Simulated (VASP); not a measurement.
All values below come from LDA (Ceperley-Alder, Perdew-Zunger), VASP's LDA PAW potentials (set 64) (plane waves; VASP).

VASP ran on this input.

### POSCAR
```
HfN
1
    0.0000000000     2.2311423101     2.2311423101
    2.2311423101     0.0000000000     2.2311423101
    2.2311423101     2.2311423101     0.0000000000
Hf N
1 1
Direct
  0.0000000000   0.0000000000   0.0000000000
  0.5000000000   0.5000000000   0.5000000000
```

**KPOINTS**
```
kpoints
0
Gamma
13 13 13
0 0 0
```

### INCAR
```
! general
SYSTEM  = HfN
PREC    = Accurate
ENCUT   = 650
LREAL   = .False.
LASPH   = .True.

! electronic loop
EDIFF   = 1E-7
NELM    = 100
ALGO    = Normal
LMAXMIX = 6

! smearing
ISMEAR  = 1
SIGMA   = 0.1

! ions
IBRION  = 6
NSW     = 1
ISIF    = 3
POTIM   = 0.015
NFREE   = 2

! output
LWAVE   = .False.
LCHARG  = .False.
```

POTCAR, in this order: Hf_pv N (LDA.64 set). Program: vasp_std.

Output of the run:

### OUTCAR
```
 ion  position               nearest neighbor table
   1  0.000  0.000  0.000-   2 2.23   2 2.23   2 2.23   2 2.23   2 2.23   2 2.23
   2  0.500  0.500  0.500-   1 2.23   1 2.23   1 2.23   1 2.23   1 2.23   1 2.23
  LATTYP: Found a face centered cubic cell.
 ALAT       =     4.4622846202
 Subroutine PRICEL returns:
 Original cell was already a primitive cell.
 Subroutine GETGRP returns: Found 48 space group operations
The static configuration has the point symmetry O_h .
The dynamic configuration has the point symmetry O_h .
 Subroutine INISYM returns: Found 48 space group operations
 Subroutine IBZKPT returns following result:
 Found     84 irreducible k-points:

 Following reciprocal coordinates:
            Coordinates               Weight
  0.000000  0.000000  0.000000      1.000000
  0.076923  0.000000  0.000000      8.000000
  0.153846  0.000000  0.000000      8.000000
  0.230769  0.000000  0.000000      8.000000
  0.307692  0.000000  0.000000      8.000000
  0.384615  0.000000  0.000000      8.000000
  0.461538  0.000000  0.000000      8.000000
  0.076923  0.076923  0.000000      6.000000
  0.153846  0.076923  0.000000     24.000000
...
```

File OSZICAR:
```
...
       N       E                     dE             d eps       ncg     rms          rms(c)
DAV:   1    -0.238825039581E+02   -0.13653E-01   -0.89783E-01 14280   0.871E+00    0.854E-01
DAV:   2    -0.238732978600E+02    0.92061E-02   -0.13365E-02 16885   0.106E+00    0.449E-01
DAV:   3    -0.238688565923E+02    0.44413E-02   -0.47174E-03 17153   0.710E-01    0.146E-01
DAV:   4    -0.238688542822E+02    0.23101E-05   -0.31889E-04 15910   0.167E-01    0.997E-02
DAV:   5    -0.238688510271E+02    0.32550E-05   -0.80348E-06 16039   0.268E-02    0.271E-02
DAV:   6    -0.238688508993E+02    0.12782E-06   -0.44278E-07 16453   0.705E-03    0.247E-03
DAV:   7    -0.238688508478E+02    0.51540E-07   -0.89324E-08 10293   0.255E-03
   9 F= -.23868851E+02 E0= -.23868853E+02  d E =0.737021E-05
       N       E                     dE             d eps       ncg     rms          rms(c)
DAV:   1    -0.238636447529E+02    0.52061E-02   -0.86795E-01 14414   0.851E+00    0.598E-01
DAV:   2    -0.238640385690E+02   -0.39382E-03   -0.11263E-02 17353   0.953E-01    0.316E-01
DAV:   3    -0.238667390962E+02   -0.27005E-02   -0.19224E-03 18172   0.461E-01    0.105E-01
DAV:   4    -0.238681572127E+02   -0.14181E-02   -0.23597E-04 17828   0.153E-01    0.624E-02
DAV:   5    -0.238686887917E+02   -0.53158E-03   -0.17055E-05 17829   0.405E-02    0.123E-02
DAV:   6    -0.238688223454E+02   -0.13355E-03   -0.12342E-06 17729   0.109E-02    0.427E-03
DAV:   7    -0.238688410270E+02   -0.18682E-04   -0.89535E-08  9096   0.296E-03    0.892E-04
DAV:   8    -0.238688489449E+02   -0.79180E-05   -0.10839E-08  7658   0.103E-03    0.129E-04
DAV:   9    -0.238688504510E+02   -0.15060E-05   -0.19637E-09  7268   0.374E-04    0.514E-05
DAV:  10    -0.238688510073E+02   -0.55628E-06   -0.59795E-10  7097   0.144E-04    0.139E-05
DAV:  11    -0.238688509474E+02    0.59862E-07   -0.24574E-10  6920   0.700E-05
  10 F= -.23868851E+02 E0= -.23868853E+02  d E =0.739748E-05
       N       E                     dE             d eps       ncg     rms          rms(c)
DAV:   1    -0.238827362754E+02   -0.13885E-01   -0.87606E-01 13870   0.873E+00    0.862E-01
DAV:   2    -0.238733162772E+02    0.94200E-02   -0.10911E-02 16268   0.104E+00    0.452E-01
DAV:   3    -0.238688626617E+02    0.44536E-02   -0.46718E-03 17159   0.700E-01    0.145E-01
DAV:   4    -0.238688544280E+02    0.82337E-05   -0.30820E-04 16017   0.165E-01    0.103E-01
DAV:   5    -0.238688511921E+02    0.32359E-05   -0.96556E-06 15837   0.293E-02    0.100E-02
DAV:   6    -0.238688509262E+02    0.26584E-06   -0.59938E-07 17235   0.803E-03    0.229E-03
DAV:   7    -0.238688508856E+02    0.40592E-07   -0.83877E-08  9467   0.264E-03
  11 F= -.23868851E+02 E0= -.23868853E+02  d E =0.742205E-05
       N       E                     dE             d eps       ncg     rms          rms(c)
DAV:   1    -0.238759902917E+02   -0.71394E-02   -0.79281E-01 14341   0.819E+00    0.599E-01
DAV:   2    -0.238718414977E+02    0.41488E-02   -0.88855E-03 16969   0.917E-01    0.319E-01
DAV:   3    -0.238691204791E+02    0.27210E-02   -0.17706E-03 18584   0.458E-01    0.102E-01
DAV:   4    -0.238688920268E+02    0.22845E-03   -0.27352E-04 18102   0.168E-01    0.512E-02
DAV:   5    -0.238688540709E+02    0.37956E-04   -0.21322E-05 17921   0.443E-02    0.297E-03
DAV:   6    -0.238688521197E+02    0.19512E-05   -0.83792E-07 16192   0.896E-03    0.158E-03
DAV:   7    -0.238688515056E+02    0.61403E-06   -0.46481E-08  8872   0.210E-03    0.540E-04
DAV:   8    -0.238688508965E+02    0.60911E-06   -0.21942E-08  8002   0.129E-03    0.169E-04
DAV:   9    -0.238688508901E+02    0.64451E-08   -0.37014E-09  7277   0.485E-04
  12 F= -.23868851E+02 E0= -.23868853E+02  d E =0.738930E-05
       N       E                     dE             d eps       ncg     rms          rms(c)
DAV:   1    -0.238826964790E+02   -0.13846E-01   -0.90222E-01 13916   0.888E+00    0.864E-01
DAV:   2    -0.238733100149E+02    0.93865E-02   -0.11366E-02 16253   0.106E+00    0.453E-01
DAV:   3    -0.238688650356E+02    0.44450E-02   -0.46129E-03 17305   0.696E-01    0.148E-01
DAV:   4    -0.238688541963E+02    0.10839E-04   -0.30641E-04 16166   0.163E-01    0.103E-01
DAV:   5    -0.238688512406E+02    0.29557E-05   -0.93412E-06 15892   0.295E-02    0.400E-03
DAV:   6    -0.238688508938E+02    0.34680E-06   -0.88643E-07 16797   0.893E-03    0.467E-03
DAV:   7    -0.238688508814E+02    0.12351E-07   -0.42140E-08  8691   0.205E-03
  13 F= -.23868851E+02 E0= -.23868853E+02  d E =0.740667E-05
       N       E                     dE             d eps       ncg     rms          rms(c)
DAV:   1    -0.238673976889E+02    0.14532E-02   -0.11209E+00  4318   0.109E+01    0.827E-01
DAV:   2    -0.238692925878E+02   -0.18949E-02   -0.34669E-02  5479   0.187E+00    0.421E-01
DAV:   3    -0.238689895068E+02    0.30308E-03   -0.89685E-04  5708   0.337E-01    0.112E-01
DAV:   4    -0.238692906454E+02   -0.30114E-03   -0.20114E-04  5807   0.149E-01    0.216E-02
DAV:   5    -0.238693519507E+02   -0.61305E-04   -0.10922E-05  5217   0.323E-02    0.561E-03
DAV:   6    -0.238693698976E+02   -0.17947E-04   -0.54563E-07  5837   0.721E-03    0.127E-03
DAV:   7    -0.238693747279E+02   -0.48303E-05   -0.33892E-08  2915   0.192E-03    0.467E-04
DAV:   8    -0.238693763329E+02   -0.16050E-05   -0.91584E-09  2750   0.935E-04    0.204E-04
DAV:   9    -0.238693766813E+02   -0.34838E-06   -0.19221E-09  2567   0.399E-04    0.372E-05
DAV:  10    -0.238693768118E+02   -0.13052E-06   -0.39469E-10  2507   0.134E-04    0.192E-05
DAV:  11    -0.238693768414E+02   -0.29571E-07   -0.13922E-10  2420   0.673E-05
  14 F= -.23869377E+02 E0= -.23869234E+02  d E =-.430016E-03
       N       E                     dE             d eps       ncg     rms          rms(c)
DAV:   1    -0.238637075228E+02    0.56693E-02   -0.21019E+00  4312   0.147E+01    0.142E+00
DAV:   2    -0.238694102922E+02   -0.57028E-02   -0.62108E-02  5209   0.252E+00    0.741E-01
DAV:   3    -0.238693796991E+02    0.30593E-04   -0.47620E-04  5589   0.213E-01    0.214E-01
DAV:   4    -0.238693773322E+02    0.23669E-05   -0.24163E-05  5365   0.435E-02    0.143E-02
DAV:   5    -0.238693769079E+02    0.42428E-06   -0.10426E-06  5480   0.953E-03    0.533E-03
DAV:   6    -0.238693768459E+02    0.62055E-07   -0.44804E-07  5197   0.546E-03
  15 F= -.23869377E+02 E0= -.23869234E+02  d E =-.430023E-03
       N       E                     dE             d eps       ncg     rms          rms(c)
DAV:   1    -0.238665806064E+02    0.27963E-02   -0.15844E+00  4312   0.132E+01    0.174E-01
DAV:   2    -0.238695111150E+02   -0.29305E-02   -0.33992E-02  5062   0.197E+00    0.847E-02
DAV:   3    -0.238694052113E+02    0.10590E-03   -0.33223E-04  5617   0.185E-01    0.537E-02
DAV:   4    -0.238693770543E+02    0.28157E-04   -0.75569E-05  5219   0.787E-02    0.184E-02
DAV:   5    -0.238693769291E+02    0.12524E-06   -0.68799E-06  5137   0.234E-02    0.644E-03
DAV:   6    -0.238693767732E+02    0.15585E-06   -0.23022E-07  4803   0.453E-03    0.378E-03
DAV:   7    -0.238693767576E+02    0.15675E-07   -0.31565E-08  2721   0.179E-03
  16 F= -.23869377E+02 E0= -.23869233E+02  d E =-.430018E-03
       N       E                     dE             d eps       ncg     rms          rms(c)
DAV:   1    -0.238689687515E+02    0.40802E-03   -0.26870E+00  4324   0.130E+01    0.151E+00
DAV:   2    -0.238699460884E+02   -0.97734E-03   -0.24507E-02  5393   0.130E+00    0.786E-01
DAV:   3    -0.238693769862E+02    0.56910E-03   -0.16559E-03  5229   0.368E-01    0.206E-01
DAV:   4    -0.238693815292E+02   -0.45430E-05   -0.23193E-04  5289   0.124E-01    0.508E-02
DAV:   5    -0.238693779386E+02    0.35906E-05   -0.77777E-06  5044   0.275E-02    0.166E-02
DAV:   6    -0.238693767541E+02    0.11845E-05   -0.28524E-06  5463   0.153E-02    0.293E-03
DAV:   7    -0.238693767595E+02   -0.54529E-08   -0.40899E-07  4483   0.520E-03
  17 F= -.23869377E+02 E0= -.23869233E+02  d E =-.430016E-03
```

File OUTCAR:
```
------------------------ aborting loop because EDIFF is reached ----------------------------------------
  FORCE on cell =-STRESS in cart. coord.  units (eV):
  Direction    XX          YY          ZZ          XY          YZ          ZX
  --------------------------------------------------------------------------------------
  Total       -0.0083641     -0.0217070     -0.0217070     -0.0000000      0.0000000      0.0000000
  in kB       -0.6032777     -1.5656639     -1.5656639     -0.0000000      0.0000000      0.0000000
  external PRESSURE =      -1.2448685 kB  Pullay stress =       0.0000000 kB
  volume of cell :       22.21
      direct lattice vectors                 reciprocal lattice vectors
     0.000000000  2.231142310  2.231142310    -0.224100452  0.224100452  0.224100452
     2.231142310  0.000000000  2.231142310     0.224100452 -0.224100452  0.224100452
     2.231142310  2.231142310  0.000000000     0.224100452  0.224100452 -0.224100452
 POSITION                                       TOTAL-FORCE (eV/Angst)
 -----------------------------------------------------------------------------------
      0.00000      0.00000      0.00000        -0.200670      0.000000      0.000000
      2.21614      2.23114      2.23114         0.200670      0.000000      0.000000
 -----------------------------------------------------------------------------------
    total drift:                               -0.000119     -0.000000     -0.000000
  FREE ENERGIE OF THE ION-ELECTRON SYSTEM (eV)
  ---------------------------------------------------
  free  energy   TOTEN  =       -23.8693767595 eV

  energy  without entropy=      -23.8689467439  energy(sigma->0) =      -23.86923342

   1 f  =   15.868230 THz    99.703031 2PiTHz  529.307187 cm-1    65.625698 meV
             X         Y         Z           dx          dy          dz
      0.000000  0.000000  0.000000    -0.267113    0.036409    0.000000
      2.231142  2.231142  2.231142     0.954154   -0.130056    0.000000

   2 f  =   15.868230 THz    99.703031 2PiTHz  529.307187 cm-1    65.625698 meV
             X         Y         Z           dx          dy          dz
      0.000000  0.000000  0.000000    -0.036409   -0.267113   -0.000000
      2.231142  2.231142  2.231142     0.130056    0.954154   -0.000000

   3 f  =   15.868230 THz    99.703031 2PiTHz  529.307187 cm-1    65.625698 meV
             X         Y         Z           dx          dy          dz
      0.000000  0.000000  0.000000     0.000000    0.000000   -0.269583
      2.231142  2.231142  2.231142     0.000000    0.000000    0.962977

   4 f/i=    0.001867 THz     0.011731 2PiTHz    0.062281 cm-1     0.007722 meV
             X         Y         Z           dx          dy          dz
      0.000000  0.000000  0.000000    -0.939565   -0.209938    0.021640
      2.231142  2.231142  2.231142    -0.263028   -0.058771    0.006058

   5 f/i=    0.001867 THz     0.011731 2PiTHz    0.062281 cm-1     0.007722 meV
             X         Y         Z           dx          dy          dz
      0.000000  0.000000  0.000000    -0.210853    0.929478   -0.137609
      2.231142  2.231142  2.231142    -0.059028    0.260205   -0.038523

   6 f/i=    0.001867 THz     0.011731 2PiTHz    0.062281 cm-1     0.007722 meV
             X         Y         Z           dx          dy          dz
      0.000000  0.000000  0.000000     0.009113   -0.139002   -0.952849
      2.231142  2.231142  2.231142     0.002551   -0.038913   -0.266747

 ELASTIC MODULI CONTR FROM IONIC RELAXATION (kBar)
 Direction    XX          YY          ZZ          XY          YZ          ZX
 --------------------------------------------------------------------------------
 XX           0.0000      0.0000      0.0000      0.0000      0.0000      0.0000
 YY           0.0000      0.0000      0.0000      0.0000      0.0000      0.0000
 ZZ           0.0000      0.0000      0.0000      0.0000      0.0000      0.0000
 XY           0.0000      0.0000      0.0000      0.0000      0.0000      0.0000
 YZ           0.0000      0.0000      0.0000      0.0000      0.0000      0.0000
 ZX           0.0000      0.0000      0.0000      0.0000      0.0000      0.0000
 --------------------------------------------------------------------------------

 TOTAL ELASTIC MODULI (kBar)
 Direction    XX          YY          ZZ          XY          YZ          ZX
 --------------------------------------------------------------------------------
 XX        6941.0134   1165.1482   1165.1482      0.0000      0.0000     -0.0000
 YY        1165.1482   6941.0134   1165.1482      0.0000      0.0000     -0.0000
 ZZ        1165.1482   1165.1482   6941.0134      0.0000     -0.0000     -0.0000
 XY           0.0000      0.0000      0.0000   1347.1834      0.0000      0.0000
 YZ           0.0000      0.0000     -0.0000      0.0000   1347.1834      0.0000
 ZX          -0.0000     -0.0000     -0.0000      0.0000      0.0000   1347.1834
 --------------------------------------------------------------------------------
```
(Selected blocks of OUTCAR.)

Finite-difference elastic constants of metals are sensitive to mesh and smearing; shear constants can be off by tens of GPa.

The compound is HfN in the rock salt structure. It was relaxed first. The electron count is odd and the run is not spin-polarised, which forces a metal.
